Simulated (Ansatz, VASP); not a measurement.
# Cross-check of BaZrO3 between VASP and Ansatz, part 2 of 3

One calculation is typed for both programs; each brings its own data sets. How far apart do they land? The cell is taken from a series of runs on this material, whose earlier steps may have relaxed, scaled, displaced or heated it; both programs get it as it stands.

VASP 6.6.1 and Ansatz 0.2.0.

So far: The structure; Ansatz: zone-centre phonons, PBE.

### 3. VASP: zone-centre phonons, PBE

Level of this step: PBE; plane waves and PAW (O, Zr_sv, Ba_sv) (VASP).

The same cell, functional and mesh now go to VASP, with its own data sets.

Lines of VASP's logs that name or quote its potential files are left out, and so is its time.

INCAR reads:

```
SYSTEM = BaZrO3
PREC = Accurate
ENCUT = 600
EDIFF = 1E-08
NELM = 120
ISMEAR = 0
SIGMA = 0.01
LREAL = .FALSE.
ALGO = Normal
GGA = PE
NBANDS = 26
LASPH = .TRUE.
LORBIT = 11
LWAVE = .FALSE.
LCHARG = .FALSE.
ISIF = 2
IBRION = 8
LEPSILON = .TRUE.
GGA_COMPAT = .FALSE.
EFERMI = MIDGAP
KPAR = 2
```

POSCAR reads:

```
BaZrO3
1.0
    4.3101130696      0.0000000000      0.0000000000
    0.0000000000      4.3101130696      0.0000000000
    0.0000000000      0.0000000000      4.3101130696
O Zr Ba
3 1 1
Direct
    0.0000000000      0.5000000000      0.5000000000
    0.5000000000      0.0000000000      0.5000000000
    0.5000000000      0.5000000000      0.0000000000
    0.5000000000      0.5000000000      0.5000000000
    0.0000000000      0.0000000000      0.0000000000
```

KPOINTS reads:

```
Automatic mesh
0
Gamma
8 8 8
0 0 0
```

PAW data sets: O, Zr_sv and Ba_sv (PBE family, release 64).

Launch:

```bash
$ mpirun -np 2 vasp_std
```

Log:

```text
[banner, memory and clock lines left out]
running    2 mpi-ranks, on    1 nodes
 distrk:  each k-point on    1 cores,    2 groups
 distr:  one band on    1 cores,    1 groups

 POSCAR found type information on POSCAR O ZrBa
 POSCAR found :  3 types and       5 ions
 LDA part: xc-table for (Slater+PW92), standard interpolation
 POSCAR, INCAR and KPOINTS ok, starting setup
 FFT: planning ... GRIDC
 FFT: planning ... GRID_SOFT
 FFT: planning ... GRID
 WAVECAR not read
 entering main loop
       N       E                     dE             d eps       ncg     rms          rms(c)
DAV:   1     0.336736467053E+03    0.33674E+03   -0.23726E+04  1820   0.167E+03
DAV:   2    -0.266256440415E+02   -0.36336E+03   -0.35490E+03  2290   0.382E+02
DAV:   3    -0.487197906785E+02   -0.22094E+02   -0.22030E+02  2812   0.924E+01
DAV:   4    -0.494689911477E+02   -0.74920E+00   -0.74834E+00  2668   0.130E+01
DAV:   5    -0.494872792618E+02   -0.18288E-01   -0.18287E-01  2586   0.142E+00    0.248E+01
DAV:   6    -0.418082759725E+02    0.76790E+01   -0.45466E+01  2206   0.402E+01    0.109E+01
DAV:   7    -0.416759391683E+02    0.13234E+00   -0.35419E+00  2628   0.104E+01    0.652E+00
DAV:   8    -0.416441472402E+02    0.31792E-01   -0.43000E-01  2264   0.506E+00    0.730E-01
DAV:   9    -0.416423195153E+02    0.18277E-02   -0.56055E-02  2702   0.142E+00    0.548E-01
DAV:  10    -0.416448331521E+02   -0.25136E-02   -0.18131E-02  2526   0.113E+00    0.284E-01
DAV:  11    -0.416443151670E+02    0.51799E-03   -0.27484E-03  2344   0.432E-01    0.419E-02
DAV:  12    -0.416443956341E+02   -0.80467E-04   -0.24286E-04  2192   0.113E-01    0.313E-02
DAV:  13    -0.416443915005E+02    0.41336E-05   -0.40431E-05  2816   0.409E-02    0.668E-03
DAV:  14    -0.416443928482E+02   -0.13477E-05   -0.56264E-06  2132   0.186E-02    0.269E-03
DAV:  15    -0.416443926764E+02    0.17178E-06   -0.43694E-07  2666   0.476E-03    0.111E-03
DAV:  16    -0.416443926720E+02    0.44452E-08   -0.10361E-07  2236   0.223E-03    0.182E-04
DAV:  17    -0.416443926724E+02   -0.41109E-09   -0.40223E-09  1148   0.461E-04
   1 F= -.41644393E+02 E0= -.41644393E+02  d E =0.000000E+00
 Linear response reoptimize wavefunctions to high precision
DAV:   1    -0.416443926890E+02   -0.16601E-07   -0.21702E-09  1646   0.361E-04
DAV:   2    -0.416443926890E+02   -0.48203E-10   -0.24897E-10  1102   0.928E-05
 Linear response G [H, r] |phi>, progress :
  Direction:   1
       N       E                     dE             d eps       ncg     rms
RMM:   1    -0.138139975473E+03   -0.13814E+03    0.10423E+03  3886   0.153E+02
RMM:   2    -0.134626152141E+03    0.35138E+01   -0.41401E+01  3404   0.294E+01
RMM:   3    -0.136003406649E+03   -0.13773E+01   -0.78520E+00  3959   0.905E+00
RMM:   4    -0.136332590921E+03   -0.32918E+00   -0.13883E+00  4228   0.348E+00
RMM:   5    -0.136408164780E+03   -0.75574E-01   -0.28039E-01  4312   0.140E+00
RMM:   6    -0.136422976690E+03   -0.14812E-01   -0.10782E-01  4369   0.605E-01
RMM:   7    -0.136426399177E+03   -0.34225E-02   -0.49665E-03  4284   0.316E-01
RMM:   8    -0.136427414786E+03   -0.10156E-02    0.35138E-02  4306   0.177E-01
RMM:   9    -0.136427803718E+03   -0.38893E-03    0.16925E-02  4312   0.110E-01
RMM:  10    -0.136428013425E+03   -0.20971E-03   -0.95322E-03  4286   0.725E-02
RMM:  11    -0.136428070237E+03   -0.56812E-04    0.35383E-03  4201   0.492E-02
RMM:  12    -0.136428116515E+03   -0.46278E-04   -0.30937E-03  4092   0.352E-02
RMM:  13    -0.136428142396E+03   -0.25881E-04   -0.89595E-04  4062   0.255E-02
RMM:  14    -0.136428242228E+03   -0.99832E-04   -0.28652E-03  4050   0.199E-02
RMM:  15    -0.136428249593E+03   -0.73649E-05   -0.19052E-03  4018   0.159E-02
RMM:  16    -0.136428233297E+03    0.16297E-04   -0.20773E-04  3968   0.134E-02
RMM:  17    -0.136428216149E+03    0.17147E-04    0.14856E-04  3912   0.117E-02
RMM:  18    -0.136428214713E+03    0.14365E-05   -0.20465E-04  3836   0.105E-02
RMM:  19    -0.136428163472E+03    0.51241E-04    0.11378E-03  3816   0.971E-03
RMM:  20    -0.136428161807E+03    0.16653E-05    0.89314E-04  3744   0.916E-03
RMM:  21    -0.136428160025E+03    0.17822E-05    0.22854E-03  3697   0.878E-03
RMM:  22    -0.136428136905E+03    0.23119E-04    0.10996E-03  3663   0.853E-03
RMM:  23    -0.136428164311E+03   -0.27405E-04    0.22219E-03  3627   0.835E-03
 Linear response G [H, r] |phi>, progress :
  Direction:   2
       N       E                     dE             d eps       ncg     rms
RMM:   1    -0.151870796122E+03   -0.15187E+03    0.94482E+02  3946   0.154E+02
RMM:   2    -0.151122702981E+03    0.74809E+00   -0.59515E+01  3385   0.312E+01
RMM:   3    -0.153123096631E+03   -0.20004E+01   -0.13535E+01  4099   0.107E+01
RMM:   4    -0.153590786969E+03   -0.46769E+00   -0.22630E+00  4347   0.418E+00
RMM:   5    -0.153691134865E+03   -0.10035E+00   -0.47685E-01  4417   0.168E+00
RMM:   6    -0.153710343043E+03   -0.19208E-01   -0.10958E-01  4486   0.737E-01
[...]
RMM:  34    -0.930839837576E+00   -0.51874E-07   -0.12109E-06  5277   0.573E-04    0.125E-05
RMM:  35    -0.930839825216E+00    0.12360E-07   -0.12205E-06  5241   0.573E-04    0.144E-05
RMM:  36    -0.930839865892E+00   -0.40676E-07   -0.11724E-06  5344   0.573E-04    0.731E-06
 change of polarisation eV/A/(eV/A) component  3 :    -0.186    -0.255     1.723
[...]
RMM:   2    -0.367344861845E+00    0.81658E-02   -0.11769E-02 11223   0.375E-01    0.102E-01
RMM:   3    -0.368727948056E+00   -0.13831E-02   -0.15908E-03 11238   0.135E-01    0.543E-02
RMM:   4    -0.370292585664E+00   -0.15646E-02   -0.68778E-04 11411   0.108E-01    0.163E-02
RMM:   5    -0.370326970869E+00   -0.34385E-04   -0.13821E-04 13361   0.342E-02    0.503E-03
RMM:   6    -0.370359870257E+00   -0.32899E-04   -0.20113E-05 14103   0.135E-02    0.172E-03
RMM:   7    -0.370346497019E+00    0.13373E-04   -0.86642E-06 14336   0.608E-03    0.577E-04
RMM:   8    -0.370349857849E+00   -0.33608E-05    0.24844E-05 14906   0.323E-03    0.334E-04
RMM:   9    -0.370349015968E+00    0.84188E-06    0.45072E-07 14961   0.187E-03    0.120E-04
RMM:  10    -0.370350333389E+00   -0.13174E-05    0.94277E-06 15304   0.121E-03    0.542E-05
RMM:  11    -0.370351040188E+00   -0.70680E-06    0.71453E-07 15216   0.806E-04    0.363E-05
RMM:  12    -0.370351575977E+00   -0.53579E-06    0.43356E-06 15279   0.597E-04    0.226E-05
RMM:  13    -0.370351466019E+00    0.10996E-06    0.44433E-07 15401   0.442E-04    0.189E-05
RMM:  14    -0.370351754889E+00   -0.28887E-06    0.20644E-06 15012   0.360E-04    0.888E-06
[...]
RMM:  19    -0.370351881228E+00   -0.90758E-08   -0.13588E-07 14697   0.193E-04    0.343E-06
RMM:  20    -0.370351869091E+00    0.12137E-07    0.41480E-07 14155   0.183E-04    0.396E-06
RMM:  21    -0.370351860490E+00    0.86015E-08   -0.25257E-07 14049   0.177E-04    0.593E-06
RMM:  22    -0.370351865777E+00   -0.52877E-08    0.11579E-07 13159   0.172E-04    0.524E-06
RMM:  23    -0.370351882172E+00   -0.16394E-07   -0.16334E-07 13541   0.169E-04    0.486E-06
RMM:  24    -0.370351893219E+00   -0.11048E-07    0.10515E-07 13901   0.166E-04    0.343E-06
RMM:  25    -0.370351910197E+00   -0.16978E-07   -0.21970E-07 14207   0.165E-04    0.284E-06
RMM:  26    -0.370351915070E+00   -0.48724E-08    0.80967E-08 12745   0.164E-04    0.172E-06
 first order change of Fermi-energy   0.19816E-04
 force on displaced ion       1 direction 2 :   0.000  -2.910   0.000
 Born effective charge ion    1 direction 2 :   0.000  -1.972   0.000
 Linear response progress:
  Degree of freedom:   3/  4
       N       E                     dE             d eps       ncg     rms          rms(c)
RMM:   1    -0.757839202496E+00   -0.75784E+00    0.21306E+00  5293   0.913E+00
RMM:   2    -0.721667158698E+00    0.36172E-01   -0.15616E-01  6260   0.169E+00    0.209E-01
RMM:   3    -0.724103848820E+00   -0.24367E-02   -0.40803E-02  7323   0.525E-01    0.746E-02
RMM:   4    -0.725841995786E+00   -0.17381E-02   -0.70121E-03  8283   0.188E-01    0.469E-02
RMM:   5    -0.725888038380E+00   -0.46043E-04   -0.61244E-04  8046   0.740E-02    0.168E-02
RMM:   6    -0.725767929786E+00    0.12011E-03   -0.11537E-04  8396   0.342E-02    0.205E-03
RMM:   7    -0.725774274490E+00   -0.63447E-05   -0.31226E-05  8640   0.156E-02    0.163E-03
RMM:   8    -0.725782942797E+00   -0.86683E-05   -0.17835E-05  8980   0.823E-03    0.856E-04
RMM:   9    -0.725788488634E+00   -0.55458E-05   -0.88999E-06  9243   0.485E-03    0.349E-04
RMM:  10    -0.725791524348E+00   -0.30357E-05   -0.76381E-06  9186   0.322E-03    0.771E-05
RMM:  11    -0.725791952939E+00   -0.42859E-06   -0.66532E-06  9363   0.221E-03    0.443E-05
RMM:  12    -0.725792996217E+00   -0.10433E-05   -0.56075E-06  9479   0.165E-03    0.444E-05
RMM:  13    -0.725793263772E+00   -0.26755E-06   -0.47624E-06  9666   0.130E-03    0.622E-05
RMM:  14    -0.725792962014E+00    0.30176E-06   -0.39961E-06  9154   0.107E-03    0.982E-05
[...]
RMM:  20    -0.725797631799E+00   -0.96071E-06   -0.17525E-06  9022   0.508E-04    0.512E-05
RMM:  21    -0.725799345993E+00   -0.17142E-05   -0.16930E-06  9126   0.488E-04    0.303E-05
RMM:  22    -0.725799096855E+00    0.24914E-06   -0.12722E-06  8941   0.422E-04    0.190E-05
RMM:  23    -0.725798367469E+00    0.72939E-06   -0.13480E-06  9192   0.414E-04    0.287E-05
RMM:  24    -0.725798659822E+00   -0.29235E-06   -0.13416E-06  9201   0.367E-04    0.236E-05
RMM:  25    -0.725798843566E+00   -0.18374E-06   -0.10116E-06  9283   0.341E-04    0.223E-05
RMM:  26    -0.725798932150E+00   -0.88584E-07   -0.93419E-07  9456   0.321E-04    0.233E-05
RMM:  27    -0.725799099153E+00   -0.16700E-06   -0.76223E-07  9096   0.307E-04    0.205E-05
 first order change of Fermi-energy   0.96604E-03
 force on displaced ion       4 direction 1 :  -4.411   0.000  -0.000
 Born effective charge ion    4 direction 1 :   6.142   0.000   0.000
 Linear response progress:
  Degree of freedom:   4/  4
       N       E                     dE             d eps       ncg     rms          rms(c)
RMM:   1    -0.198435698782E+00   -0.19844E+00    0.11633E-01  8033   0.161E+00
RMM:   2    -0.204871092046E+00   -0.64354E-02   -0.29203E-02  6914   0.382E-01    0.875E-02
RMM:   3    -0.205437238768E+00   -0.56615E-03   -0.20675E-03  7570   0.126E-01    0.612E-02
RMM:   4    -0.205978776571E+00   -0.54154E-03   -0.28469E-04  7375   0.778E-02    0.124E-02
RMM:   5    -0.206106101906E+00   -0.12733E-03   -0.62445E-05  8304   0.236E-02    0.694E-03
RMM:   6    -0.206210799261E+00   -0.10470E-03   -0.10242E-05  8466   0.118E-02    0.145E-03
RMM:   7    -0.206213749014E+00   -0.29498E-05   -0.25911E-06  8534   0.468E-03    0.825E-04
RMM:   8    -0.206223462839E+00   -0.97138E-05    0.10936E-07  8613   0.255E-03    0.132E-04
RMM:   9    -0.206222839501E+00    0.62334E-06   -0.63195E-07  8979   0.129E-03    0.128E-04
RMM:  10    -0.206222680029E+00    0.15947E-06   -0.30295E-07  8897   0.802E-04    0.442E-05
RMM:  11    -0.206223212187E+00   -0.53216E-06   -0.13383E-07  9227   0.524E-04    0.204E-05
RMM:  12    -0.206223351044E+00   -0.13886E-06   -0.17710E-07  9146   0.374E-04    0.108E-05
RMM:  13    -0.206223445630E+00   -0.94586E-07   -0.11530E-07  9245   0.290E-04    0.676E-06
RMM:  14    -0.206223439878E+00    0.57522E-08   -0.16477E-07  9167   0.235E-04    0.263E-06
RMM:  15    -0.206223455052E+00   -0.15174E-07   -0.83644E-08  9154   0.201E-04    0.216E-06
RMM:  16    -0.206223467793E+00   -0.12741E-07   -0.87009E-08  9060   0.178E-04    0.189E-06
RMM:  17    -0.206223460344E+00    0.74487E-08   -0.58184E-08  8650   0.164E-04    0.146E-06
 first order change of Fermi-energy  -0.38942E-03
 force on displaced ion       5 direction 1 :  -2.454   0.000  -0.000
 Born effective charge ion    5 direction 1 :   2.706   0.000   0.000
 Born effective charges drift removed
 Linear response finished
```

(Part 2 of 3 ends here.)

[Lines on the potential files, build, host, timing and source positions are cut from VASP's logs without a mark.]

[Logs are printed without paths, hosts, clocks, repeated set-up lines and the standing remarks that a program may print on its own settings, such as how far it seeks lower states.]

[Hosts, paths, dates, database ids (printed as entryN), source tags and the programs' standing remarks are cut or masked in the printed files.]
